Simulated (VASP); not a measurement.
The input files of a VASP run:

INCAR:
```
SYSTEM = CaB6
PREC = Accurate; ENCUT = 520; LREAL = .False.
LASPH = .True.
EDIFF = 1E-6; NELM = 100; ALGO = Normal
ISMEAR = 0; SIGMA = 0.05
IBRION = 2; NSW = 60; ISIF = 3
EDIFFG = -0.02
LWAVE = .False.; LCHARG = .False.
```

File POSCAR:
```
CaB6
1
    4.0874887589     0.0000000000    -0.0000000000
    0.0000000000     4.0874887589    -0.0000000000
   -0.0000000000     0.0000000000     4.0874887589
Ca B
1 6
Direct
  0.0000000000   0.0000000000   0.0000000000
  0.7988937263   0.5000000000   0.5000000000
  0.5000000000   0.2011062737   0.5000000000
  0.5000000000   0.7988937263   0.5000000000
  0.2011062737   0.5000000000   0.5000000000
  0.5000000000   0.5000000000   0.7988937263
  0.5000000000   0.5000000000   0.2011062737
```

KPOINTS:
```
Automatic mesh
0
gamma
 5 5 5
```

POTCAR, in this order: Ca_sv B (LDA.64 set). Program: vasp_std.

Task: Translate this LDA calculation to Quantum ESPRESSO's pw.x.

Result: One equivalent input (not run):
```
&CONTROL
  calculation = 'vc-relax'
  pseudo_dir = './pseudo'
  outdir = './out'
  tprnfor = .true.
  tstress = .true.
  nstep = 60
  forc_conv_thr = 0.00078
/
&SYSTEM
  ibrav = 0
  nat = 7
  ntyp = 2
  ecutwfc = 76
  occupations = 'smearing'
  smearing = 'gaussian'
  degauss = 0.003675
  input_dft = 'pz'
/
&ELECTRONS
  conv_thr = 7.3e-08
  electron_maxstep = 100
/
&IONS
/
&CELL
/
ATOMIC_SPECIES
  Ca 40.078 Ca.upf
  B 10.810 B.upf
CELL_PARAMETERS angstrom
     4.0874888    0.0000000   -0.0000000
     0.0000000    4.0874888   -0.0000000
    -0.0000000    0.0000000    4.0874888
ATOMIC_POSITIONS crystal
  Ca   0.0000000  0.0000000  0.0000000
  B    0.7988937  0.5000000  0.5000000
  B    0.5000000  0.2011063  0.5000000
  B    0.5000000  0.7988937  0.5000000
  B    0.2011063  0.5000000  0.5000000
  B    0.5000000  0.5000000  0.7988937
  B    0.5000000  0.5000000  0.2011063
K_POINTS automatic
  5 5 5 0 0 0
```
Limits of the translation: the potentials are each code's own (VASP's PAW set, PseudoDojo norm-conserving files in pw.x), so ENCUT and ecutwfc are chosen apart and not converted; conv_thr bounds pw.x's estimated SCF error, while EDIFF bounds the energy change between steps; forc_conv_thr acts on force components and is met together with etot_conv_thr.

The compound is CaB6 in the cab6 structure. This run relaxes it. Symmetry was kept, so distortions that lower it aren't found. The start is the result of an earlier pass.
